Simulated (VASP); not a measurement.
Here is the system:

```
NaF
1.0
    0.00000     2.27512     2.27512
    2.27512     0.00000     2.27512
    2.27512     2.27512     0.00000
Na F
1 1
Cartesian
  0.00000   0.00000   0.00000
  2.27512   2.27512   2.27512
```

These are r2SCAN+rVV10, VASP's PBE PAW potentials (set 64) (plane waves; VASP 6.6.1) values and carry that method's errors. Run with 520 eV cut-off, 11×11×11 Γ-centred mesh, tetrahedra with Blöchl corrections, potentials Na_pv F.

### Question
Give the energies of bands 5 to 8 at the high-symmetry points, in eV from the valence-band maximum.

### Answer

```
band     Γ      X      U      L      W
----  ----  -----  -----  -----  -----
5     0.00  -1.36  -1.13  -1.69  -0.93
6     0.00  -0.43  -0.89  -0.30  -0.93
7     0.00  -0.43  -0.41  -0.30  -0.62
8     7.41  14.01  13.84  11.90  14.32
```

The gap is direct, 7.41 eV, from the valence maximum at Γ to the conduction minimum at Γ.

The structure comes from a measured NaF entry (Fm-3m) of the Crystallography Open Database, whose conditions weren't checked. It was relaxed first, which changed the volume by -5 %.
